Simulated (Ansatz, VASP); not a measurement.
# Ta (generalised stacking fault on (110) of Ta): VASP beside Ansatz

Aim: how closely do two programs agree when they are given the same cell, functional and k mesh? The cell is taken from a series of runs on this material, whose earlier steps may have relaxed, scaled, displaced or heated it; both programs get it as it stands.

Calculated with Ansatz 0.2.0; plane waves, with VASP 6.6.1 beside it; single point at PBEsol.

## (1) The starting structure

The cell holds 12 atoms: 12 Ta. Its edges and angles: a = 2.875 Å, b = 2.875 Å, c = 28.172 Å, α = 90.2°, β = 89.5°, γ = 109.5°. It derives from Ta. 48 atoms of Ta, stacked on (1 1 0); one fault a cell: the periodic image above is shifted rigidly by 0.240 A along the in-plane vector of length 2.875 A (1/2<111>); atoms relaxed along the normal alone with the MACE-MP-0b2 potential. Lattice constants are starting values near those of PBE. Folded to one surface cell (a quarter of the atoms). The structure's axis is c.

## (2) VASP: single point, PBEsol, pair 1

A single point gives forces, pressure and levels at one fixed geometry, so differences don't come from the geometry; what else differs is listed under the comparison.

Lines of VASP's logs that name or quote its potential files are left out, and so is its time.

INCAR

```
SYSTEM = Ta
PREC = Accurate
ENCUT = 400
EDIFF = 1E-06
NELM = 120
ISMEAR = -1
SIGMA = 0.1
LREAL = .FALSE.
ALGO = Normal
GGA = PS
NBANDS = 81
LASPH = .TRUE.
LORBIT = 11
LWAVE = .FALSE.
LCHARG = .FALSE.
ISIF = 2
GGA_COMPAT = .FALSE.
KPAR = 2
```

POSCAR

```
Ta
1.0
    2.8752000000      0.0000000000      0.0000000000
   -0.9584000000      2.7107700000      0.0000000000
    0.2396000000      0.0000000000     28.1711300000
Ta
12
Direct
    0.9851800000      0.0000000000      0.1777800000
    0.4782600000      0.5000000000      0.2609100000
    0.9713200000      0.0000000000      0.3441900000
    0.4643700000      0.5000000000      0.4275300000
    0.9574300000      0.0000000000      0.5108500000
    0.4504800000      0.5000000000      0.5941600000
    0.9435400000      0.0000000000      0.6774800000
    0.4366000000      0.5000000000      0.7607900000
    0.9296600000      0.0000000000      0.8441100000
    0.4227100000      0.5000000000      0.9274500000
    0.9157700000      0.0000000000      0.0107300000
    0.4088500000      0.5000000000      0.0938600000
```

KPOINTS

```
Automatic mesh
0
Gamma
10 10 1
0 0 0
```

The projector-augmented-wave data sets are Ta_pv (PBE family, release 64).

The run is started by

```console
$ mpirun -np 2 vasp_std
```

Numbers of over 12 decimals in the logs are rounded to 6 here.

Output:

```text
[banner, memory and clock lines left out]
running    2 mpi-ranks, on    1 nodes
 distrk:  each k-point on    1 cores,    2 groups
 distr:  one band on    1 cores,    1 groups

 POSCAR found type information on POSCAR Ta
 POSCAR found :  1 types and      12 ions
|                                                                             |
|               ----> ADVICE to this user running VASP <----                  |
|                                                                             |
|     You enforced a specific xc type in the INCAR file but a different       |
|     [... a line on the potential file left out ...]
|     I HOPE YOU KNOW WHAT YOU ARE DOING!                                     |
|                                                                             |

 LDA part: xc-table for (Slater+PW92), standard interpolation
 POSCAR, INCAR and KPOINTS ok, starting setup
 FFT: planning ... GRIDC
 FFT: planning ... GRID_SOFT
 FFT: planning ... GRID
 WAVECAR not read
 entering main loop
       N       E                     dE             d eps       ncg     rms          rms(c)
DAV:   1     0.127468090201E+04    0.12747E+04   -0.62427E+04  8448   0.142E+03
DAV:   2    -0.869986220444E+02   -0.13617E+04   -0.13228E+04  9006   0.466E+02
DAV:   3    -0.154899814266E+03   -0.67901E+02   -0.63977E+02 10532   0.905E+01
DAV:   4    -0.156932566989E+03   -0.20328E+01   -0.19859E+01  9968   0.137E+01
DAV:   5    -0.157003687641E+03   -0.71121E-01   -0.70810E-01 10800   0.211E+00    0.467E+01
DAV:   6    -0.152269673836E+03    0.47340E+01   -0.63679E+00  9807   0.114E+01    0.226E+01
DAV:   7    -0.311373344776E+03   -0.15910E+03   -0.74047E+02 12746   0.113E+02    0.461E+01
DAV:   8    -0.144041650472E+03    0.16733E+03   -0.52353E+02 11658   0.321E+01    0.121E+01
DAV:   9    -0.150242309741E+03   -0.62007E+01   -0.77908E+01 10792   0.156E+01    0.231E+00
DAV:  10    -0.151446623291E+03   -0.12043E+01   -0.89354E+00 10488   0.107E+01    0.449E+00
DAV:  11    -0.150725296349E+03    0.72133E+00   -0.49673E+00 10496   0.709E+00    0.153E+00
DAV:  12    -0.150709134639E+03    0.16162E-01   -0.82614E-01 10784   0.374E+00    0.128E+00
DAV:  13    -0.150661242457E+03    0.47892E-01   -0.28391E-01 10728   0.259E+00    0.660E-01
DAV:  14    -0.150667092236E+03   -0.58498E-02   -0.10088E-01 10720   0.169E+00    0.604E-01
DAV:  15    -0.150658625122E+03    0.84671E-02   -0.75297E-02 10648   0.151E+00    0.323E-01
DAV:  16    -0.150657903267E+03    0.72186E-03   -0.15099E-02 10424   0.701E-01    0.244E-01
DAV:  17    -0.150656001221E+03    0.19020E-02   -0.92590E-03 10464   0.453E-01    0.807E-02
DAV:  18    -0.150656074640E+03   -0.73418E-04   -0.23472E-03 10832   0.232E-01    0.697E-02
DAV:  19    -0.150655972290E+03    0.10235E-03   -0.65018E-04 10248   0.145E-01    0.397E-02
DAV:  20    -0.150655920773E+03    0.51517E-04   -0.23731E-04 10696   0.771E-02    0.185E-02
DAV:  21    -0.150655920223E+03    0.55012E-06   -0.35724E-05 10144   0.278E-02    0.128E-02
DAV:  22    -0.150655919054E+03    0.11687E-05   -0.11400E-05  8552   0.207E-02    0.852E-03
DAV:  23    -0.150655918014E+03    0.10405E-05   -0.49265E-06  7312   0.120E-02    0.557E-03
DAV:  24    -0.150655917722E+03    0.29189E-06   -0.95898E-07  5720   0.443E-03
   1 F= -.15065592E+03 E0= -.15039036E+03  d E =-.531114E+00
```

OUTCAR, selected parts (step 2):

```text
ion  position               nearest neighbor table
   1  0.985  0.000  0.178-  12 2.82   2 2.87   2 2.87  12 2.98  12 3.20   2 3.32   2 3.32  12 3.48

  LATTYP: Found a triclinic cell.
 ALAT       =     2.8752000000
 B/A-ratio  =     1.0000017850
 C/A-ratio  =     9.7983266903
 COS(alpha) =     0.0028349461
 COS(beta)  =     0.0085048535
 COS(gamma) =     0.3333327383

 Subroutine GETGRP returns: Found  1 space group operations
 (whereof  1 operations were pure point group operations)

The static configuration has the point symmetry C_1 .

 Found     52 irreducible k-points:

   k-points           NKPTS =     52   k-points in BZ     NKDIM =     52   number of bands    NBANDS=     81

   dimension x,y,z NGX =    20 NGY =   20 NGZ =  192
   dimension x,y,z NGXF=    40 NGYF=   40 NGZF=  384

   ENCUT  =  400.0 eV  29.40 Ry    5.42 a.u.   4.69  4.69 45.94*2*pi/ulx,y,z

   NELECT =     132.0000    total number of electrons

 k-points in reciprocal lattice and weights: Automatic mesh
   0.00000000  0.00000000  0.00000000       0.010
   0.10000000  0.00000000 -0.00000000       0.020
   0.20000000  0.00000000 -0.00000000       0.020
   0.30000000 -0.00000000  0.00000000       0.020
   0.40000000  0.00000000 -0.00000000       0.020
   0.50000000 -0.00000000  0.00000000       0.010
   0.00000000  0.10000000  0.00000000       0.020
   0.10000000  0.10000000 -0.00000000       0.020
   0.20000000  0.10000000 -0.00000000       0.020
[...]
0.40000000  0.50000000 -0.00000000       0.020
   0.50000000  0.50000000  0.00000000       0.010

 average (electrostatic) potential at core
       1 -36.4492       2 -36.4304       3 -36.4286       4 -36.4303       5 -36.4292
       6 -36.4292       7 -36.4292       8 -36.4292       9 -36.4304      10 -36.4287
      11 -36.4306      12 -36.4492

 E-fermi :   5.2034

 k-point     1 :       0.0000    0.0000    0.0000
  band No.  band energies     occupation
    ...
     57       5.1195      1.39681
     58       5.1723      1.15437
     59       5.1959      1.03778
     60       5.2085      0.97496
     61       5.2411      0.81414
     62       5.5188      0.08188
     63       5.5561      0.05711
     64       5.6743      0.01787
     65       5.7227      0.01106
     66       5.8200      0.00419
    ...

 k-point     2 :       0.1000    0.0000   -0.0000
  band No.  band energies     occupation
    ...
     59       4.8813      1.92326
     60       5.1691      1.17011
     61       5.1961      1.03663
     62       5.2557      0.74444
     63       5.3054      0.53011
     64       5.5468      0.06255
     65       5.5532      0.05875
     66       5.6175      0.03134
     67       5.6326      0.02700
     68       5.6722      0.01825
    ...

 k-point     3 :       0.2000    0.0000   -0.0000
  band No.  band energies     occupation
    ...
     65       5.0619      1.60912
     66       5.0644      1.60121
     67       5.1071      1.44774
     68       5.2275      0.88033
     69       5.2912      0.58723
     70       5.3698      0.31854
     71       5.3940      0.25891
     72       5.4862      0.11166
     73       7.2304      0.00000
     74       7.4283      0.00000
    ...

  Total       -8.5034256     -8.1728278     -8.4151653      0.0736920     -0.0556156     -0.5314804
  in kB      -62.0496735    -59.6372945    -61.4056362      0.5377321     -0.4058281     -3.8782239
  external PRESSURE =     -61.0308680 kB  Pullay stress =       0.0000000 kB

  energy-cutoff  :      400.00
  volume of cell :      219.57
      direct lattice vectors                 reciprocal lattice vectors
     2.875200000  0.000000000  0.000000000     0.347801892  0.122966291 -0.002958111
    -0.958400000  2.710770000  0.000000000     0.000000000  0.368898874  0.000000000
     0.239600000  0.000000000 28.171130000     0.000000000  0.000000000  0.035497334

 POSITION                                       TOTAL-FORCE (eV/Angst)
 -----------------------------------------------------------------------------------
      2.87519      0.00000      5.00826        -0.337767     -0.139147      0.009985
      0.95841      1.35539      7.35013         0.053579      0.051562     -0.000612
      2.87521      0.00000      9.69622        -0.005014     -0.016191      0.000398
      0.95839      1.35539     12.04400        -0.003980      0.005219     -0.000138
      2.87520      0.00000     14.39122        -0.004249     -0.000045     -0.000778
      0.95838      1.35539     16.73816         0.003937      0.002451     -0.000063
      2.87519      0.00000     19.08538        -0.003819     -0.002389     -0.000005
      0.95840      1.35539     21.43231         0.004100     -0.000026      0.000840
      2.87521      0.00000     23.77953         0.003978     -0.005205      0.000255
      0.95839      1.35539     26.12731         0.005182      0.016235     -0.000262
      2.63559      0.00000      0.30228        -0.053601     -0.051532      0.000606
      0.71881      1.35539      2.64414         0.337654      0.139069     -0.010226
 -----------------------------------------------------------------------------------
    total drift:                               -0.000081     -0.000049      0.000140

  FREE ENERGIE OF THE ION-ELECTRON SYSTEM (eV)
  ---------------------------------------------------
  free  energy   TOTEN  =      -150.6559177219 eV

  energy  without entropy=     -150.1248041109  energy(sigma->0) =     -150.39036092

 total charge
# of ion       s       p       d       tot
------------------------------------------
    1        0.367   6.166   2.370   8.903
    2        0.367   6.168   2.371   8.906
    3        0.366   6.168   2.369   8.904
    4        0.366   6.168   2.369   8.903
    5        0.367   6.168   2.369   8.904
    6        0.367   6.168   2.369   8.903
    7        0.367   6.168   2.369   8.903
    8        0.367   6.168   2.369   8.903
    9        0.366   6.168   2.369   8.903
   10        0.366   6.168   2.369   8.904
   11        0.367   6.168   2.371   8.906
   12        0.367   6.166   2.370   8.903
--------------------------------------------------
tot          4.399  74.013  28.434 106.846

[... 3 further parts left out ...]
```

The run ends at a pressure of -6.10 GPa, with forces up to 0.37 eV/Å.

## (3) Ansatz: single point, PBEsol, pair 1

Ansatz runs on its default PAW (the set named soft_2) files.

The same cell, functional, mesh and smearing now go to Ansatz, which takes its cutoff from its data sets.

input.yaml

```yaml
crystal:
  lattice:
    - [2.8752, 0.0, 0.0]
    - [-0.9584, 2.71077, 0.0]
    - [0.2396, 0.0, 28.17113]
  atoms:
    - { symbol: Ta, position: [0.98518, 0.0, 0.17778] }
    - { symbol: Ta, position: [0.47826, 0.5, 0.26091] }
    - { symbol: Ta, position: [0.97132, 0.0, 0.34419] }
    - { symbol: Ta, position: [0.46437, 0.5, 0.42753] }
    - { symbol: Ta, position: [0.95743, 0.0, 0.51085] }
    - { symbol: Ta, position: [0.45048, 0.5, 0.59416] }
    - { symbol: Ta, position: [0.94354, 0.0, 0.67748] }
    - { symbol: Ta, position: [0.4366, 0.5, 0.76079] }
    - { symbol: Ta, position: [0.92966, 0.0, 0.84411] }
    - { symbol: Ta, position: [0.42271, 0.5, 0.92745] }
    - { symbol: Ta, position: [0.91577, 0.0, 0.01073] }
    - { symbol: Ta, position: [0.40885, 0.5, 0.09386] }
kpoints:
  mp_grid: { grid: [10, 10, 1] }
hamiltonian:
  xc: pbesol
scf:
  occupations: { method: fermi_dirac, width: 0.1 }
output:
  forces: true
```

The run is started by

```console
$ ansatz run input.yaml --threads 5 --pin off --max-ram 81920MiB --backend cuda --events-out ev --progress --plain --runs-dir out
```

Output:

```text
Warning: the atoms were moved onto the symmetric positions of the space group found under crystal.symmetry.tolerance 1.0e-5 (fractional; no operation is sought that the atoms, as they stand in a round, miss by more than twice it, and no atom is moved by as much as it), and the run uses the moved positions. Before a round's move an operation carried an atom to 2.40e-5 Å from where it should land, the largest such dist [...]
Engine: ansatz 0.2.0, x86_64-unknown-linux-gnu
Pseudopotentials: kind: paw
Pseudopotential: Ta, paw, valence charge 13, recommended cutoff 420 eV (normal), Ta.paw.azcp
Functional definition: PBEsol
  exchange = pbesol_x
  correlation = pbesol_c
device memory: the entry about to start is reckoned to put 10.0 GiB on a device that reports 72.2 GiB free
GPU FFT provider: cuFFT
GPU libraries: cuBLAS 13.8.2, cuFFT 12.4.0, cuSOLVER 12.3.4
Crystal: 12 atoms, lattice volume = 219.566 Å³
Basis set: ecut = 420 eV, 4301 PW (Γ), exchange–correlation on 40×40×384 points (8 copies of the dense FFT grid, shifted against one another)
Bands: 94, of which v1, the nominal top of the filled ones, is band 78 counted from 1 (77 counted from 0)
Symmetry: 2 space group operations
Space group: P-1 (ITA 2), of the structure as read, at distance tolerance 6.0e-5 Å
k-points: 52 of 100
Non-local potential: Ta, projectors of the file, l = 0: 3, l = 1: 2, l = 2: 2, l = 3: 1
PAW form: soft (Blöchl's): semilocal exchange-correlation on the pseudo side does not see the compensation charge
PAW frozen core: Ta, regenerated for the run's functional, and the local potential with it (the file was generated under x = pbe(κ = 0.804, μ = 0.219515), c = pbe(β = 0.066725))
PAW one-centre angular grid: Ta, 590 points (default); XC on 64 Gauss nodes
Initial density: superposition of atomic densities (neutral atoms: chi_scale 0, normalization atom), corrected by the library's trained network
Initial wavefunctions: pseudopotential atomic-orbital guess
GPU buffer pool allocated for 76800 grid points (all kernels)
GPU transforms: local potential and band sums: pruned to the plane-wave sphere, on 20×20×192
Functional: x = pbesol(κ = 0.804, μ = 0.123457), c = pbesol(β = 0.046)
SCF iter   1: F=—  HF=-117678.022219 eV  |F-HF|=—  |Δ(HF+E_count)|=         —  Δρ=2.13e-3  dr2=4.70e-2  ethr=1.77e-3  ⟨swp⟩=5.7  Hψ=19514  notcnv=0
preconditioner: auto → Kerker (q_TF=auto, 2.577 Å⁻¹)  [metal: Δε(μ)=0.004 eV  Ē_g=4.194 eV  σ=0.100 eV  W_gap=0.01  n_scr=64 (ndim 8)  ℏωp=19.4 eV  f_vac=0.000  D(μ)=16.01/eV (n_scr^D=176)]
SCF iter   2: F=—  HF=-117678.022535 eV  |F-HF|=—  |Δ(HF+E_count)|=   3.16e-4  Δρ=1.23e-3  dr2=1.03e-2  ethr=3.01e-5  ⟨swp⟩=1.9  Hψ=6139  notcnv=0
SCF iter   3: F=—  HF=-117678.023760 eV  |F-HF|=—  |Δ(HF+E_count)|=   1.22e-3  Δρ=1.49e-4  dr2=5.63e-5  ethr=6.62e-6  ⟨swp⟩=1.0  Hψ=4888  notcnv=0
SCF iter   4: F=—  HF=-117678.023776 eV  |F-HF|=—  |Δ(HF+E_count)|=   1.65e-5  Δρ=1.91e-5  dr2=5.84e-7  ethr=3.61e-8  ⟨swp⟩=2.1  Hψ=6396  notcnv=0
iter 5 did not close the SCF: its close was put off for the readings that it lacked (scf_convergence_deferred on its scf_iter line)
SCF iter   5: F=-117678.023779 eV  HF=-117678.023779 eV  |F-HF|=4.89e-9  |Δ(HF+E_count)|=   3.06e-6  Δρ=4.17e-6  dr2=2.63e-8  ethr=3.75e-10  ⟨swp⟩=2.2  Hψ=6744  notcnv=0
SCF iter   6: F=-117678.023779 eV  HF=-117678.023779 eV  |F-HF|=7.57e-10  |Δ(HF+E_count)|=   4.96e-9  Δρ=5.46e-7  dr2=1.07e-9  ethr=1.68e-11  ⟨swp⟩=2.0  Hψ=15529  notcnv=0
SCF 1 converged in 6 iterations: F = -117678.023779 eV  dr2 = 1.07e-9
  greatest PAW one-centre occupation: 1.000 electrons in one spin orbital (limit 2), on the Ta atom at site 10 (counted from 0), in its partial waves of l = 0
SCF converged after 6 iterations
Free energy (F): -117678.023779 eV
Harris-Foulkes:  -117678.023779 eV  (|F-HF|=7.57e-10)
Internal energy: -117677.492901 eV  (E = F + TS)
E sigma→0 (E₀):  -117677.758340 eV
Entropy (-TS):   -0.530878 eV (-44.240 meV/atom)
Fermi energy:    18.150401 eV
--- Per-component energies (eV) ---
  E_band       = -1317.209766
  E_kinetic    = 4385.084286
  E_local      = -6709.599254  (includes V_loc(G=0)·N_el)
  E_nonlocal   = 207.995012
  E_hartree    = 2310.374595
  E_xc         = -2600.123982
  E_vxc        = -2440.919671  (∫ρ·V_xc dr)
  E_paw        = -99269.260143  (= ΣΔE_a)
  E_vpaw       = -1380.521491  (= ΣTr[D̂ρ^β])
  E_aug_tail   = 0.001540  (compensation charges beyond the density's cutoff)
  E_ewald      = -16004.528712
  E_core_change = 2.563758  (= ΣΔE_core)
  E_smearing   = -0.530878  (= −TS)
  E_closure    = -0.000000  (closes the sum)
  Σ components = -117678.023779   (vs F -117678.023779, Δ=0.00e0)
--- Forces (eV/Å), atoms counted from 1 ---
  atom   1  Ta    -0.33785040    -0.13891265     0.00991824
  atom   2  Ta     0.05376135     0.05185618    -0.00083046
  atom   3  Ta    -0.00520410    -0.01622901    -0.00023391
  atom   4  Ta    -0.00409710     0.00513249    -0.00028840
  atom   5  Ta    -0.00405298     0.00001710    -0.00071252
  atom   6  Ta     0.00400117     0.00243234    -0.00000822
  atom   7  Ta    -0.00400117    -0.00243234     0.00000822
  atom   8  Ta     0.00405298    -0.00001710     0.00071252
  atom   9  Ta     0.00409710    -0.00513249     0.00028840
  atom  10  Ta     0.00520410     0.01622901     0.00023391
  atom  11  Ta    -0.05376135    -0.05185618     0.00083046
  atom  12  Ta     0.33785040     0.13891265    -0.00991824
  max |Σ_I F_I| component: 0.00e0 eV/Å
```

In the SCF lines HF is the Harris–Foulkes energy and dr2 the Hartree energy of the density residual, in eV; the loop may stop once dr2 is under the threshold and the program's other checks hold. Hψ counts applications of the Hamiltonian.

## (4) Differences

Known differences besides the potentials themselves: the data sets hold 156 valence electrons in Ansatz (on its default PAW (the set named soft_2) files) and 132 in VASP; the cutoff is 420 eV in Ansatz and 400 eV in VASP; Ansatz makes its cores anew for this functional, VASP keeps those of its PBE data sets. Total energies have different zeros and are not compared.

Forces on 7 of the 12 atoms, those with the largest forces and the largest differences (eV/Å; atoms numbered as in POSCAR):

```tsv
atom	Ansatz x, y, z	VASP x, y, z
Ta1	-0.338, -0.139, 0.010	-0.338, -0.139, 0.010
Ta2	0.054, 0.052, -0.001	0.054, 0.052, -0.001
Ta3	-0.005, -0.016, 0.000	-0.005, -0.016, 0.000
Ta9	0.004, -0.005, 0.000	0.004, -0.005, 0.000
Ta10	0.005, 0.016, 0.000	0.005, 0.016, 0.000
Ta11	-0.054, -0.052, 0.001	-0.054, -0.052, 0.001
Ta12	0.338, 0.139, -0.010	0.338, 0.139, -0.010
```

The forces differ by 0.2 meV/Å r.m.s., which is 0.2 % of the r.m.s. force of 0.088 eV/Å (both taken over all components).

[end of part 1 of 2]

[Lines on the potential files, build, host, timing and source positions are cut from VASP's logs without a mark.]

[Logs are printed without paths, hosts, clocks, repeated set-up lines and the standing remarks that a program may print on its own settings, such as how far it seeks lower states.]

[Hosts, paths, dates, database ids (printed as entryN), source tags and the programs' standing remarks are cut or masked in the printed files.]
